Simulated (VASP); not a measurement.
Given:

```xyz
2
Lattice="0.0000 2.7326 2.7326 2.7326 0.0000 2.7326 2.7326 2.7326 0.0000" Properties=species:S:1:pos:R:3 pbc="T T T"
Mg     2.7326     0.0000     2.7326
Se     2.7326     2.7326     2.7326
```

These are r2SCAN meta-GGA, VASP's PBE PAW potentials (set 64) (plane waves; VASP 6.6.1) values and carry that method's errors. Settings: 520 eV cut-off, 9×9×9 Γ-centred mesh, tetrahedra with Blöchl corrections, potentials Mg Se.

Problem. Give the energies of bands 2 to 7 at the high-symmetry points, in eV from the valence-band maximum.

Solution. 
```json
[
 {"band": "2", "Γ": "0.00", "X": "-4.28", "U": "-3.78", "L": "-4.93", "W": "-3.32"},
 {"band": "3", "Γ": "0.00", "X": "-1.80", "U": "-3.30", "L": "-0.60", "W": "-3.32"},
 {"band": "4", "Γ": "0.00", "X": "-1.80", "U": "-1.45", "L": "-0.60", "W": "-2.49"},
 {"band": "5", "Γ": "3.44", "X": "2.45", "U": "3.67", "L": "4.51", "W": "5.13"},
 {"band": "6", "Γ": "8.03", "X": "4.55", "U": "6.91", "L": "6.70", "W": "7.70"},
 {"band": "7", "Γ": "8.03", "X": "12.78", "U": "9.64", "L": "6.70", "W": "8.25"}
]
```

The gap is indirect, 2.45 eV, from the valence maximum at Γ to the conduction minimum at X.

The compound is MgSe in the rock salt structure. It was relaxed first.
